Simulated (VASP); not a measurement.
The system is SrTiO3.

```
Sr Ti O
1.0
     3.90528    0.00000    0.00000
     0.00000    3.90528    0.00000
     0.00000    0.00000    3.90528
Sr Ti O
1 1 3
Direct
  0.50000 0.50000 0.50000
  0.00000 0.00000 0.00000
  0.50000 0.00000 0.00000
  0.00000 0.50000 0.00000
  0.00000 0.00000 0.50000
```

- Program: VASP 6.6.1
- Task: relaxation of cell and atoms
- Functional: PBE
- Potentials or basis: VASP PAW PBE potentials, release 64 (Sr_sv, Ti_sv, O)
- Cutoff: 600 eV
- k mesh: 8 × 8 × 8
- Occupations: gaussian, width 0.03 eV
- Spin: no spin polarisation

At the start: pressure 4.7 GPa; volume 11.91 Å³/atom.

Where does the relaxation end?

Over 3 steps the energy falls by 4.6 meV/atom and the volume is 12.23 Å³/atom (+2.7 %); space group Pm-3m (No. 221, to 0.05 Å).

The path:
```tsv
step	energy change (eV)	largest force (eV/Å)	pressure (GPa)	volume (Å³)
1	0.0000	0.0000	4.69	59.56
2	-0.0057	0.0000	-3.75	62.62
3	-0.0232	0.0000	-0.02	61.17
```

Final structure:
```cif
data_structure
_symmetry_space_group_name_H-M 'P 1'
_symmetry_Int_Tables_number 1
_cell_length_a 3.9402
_cell_length_b 3.9402
_cell_length_c 3.9402
_cell_angle_alpha 90.000
_cell_angle_beta 90.000
_cell_angle_gamma 90.000
_cell_volume 61.17
loop_
_atom_site_label
_atom_site_type_symbol
_atom_site_fract_x
_atom_site_fract_y
_atom_site_fract_z
_atom_site_occupancy
Sr1 Sr 0.50000 0.50000 0.50000 1
Ti1 Ti 0.00000 0.00000 0.00000 1
O1 O 0.50000 0.00000 0.00000 1
O2 O 0.00000 0.50000 0.00000 1
O3 O 0.00000 0.00000 0.50000 1
```
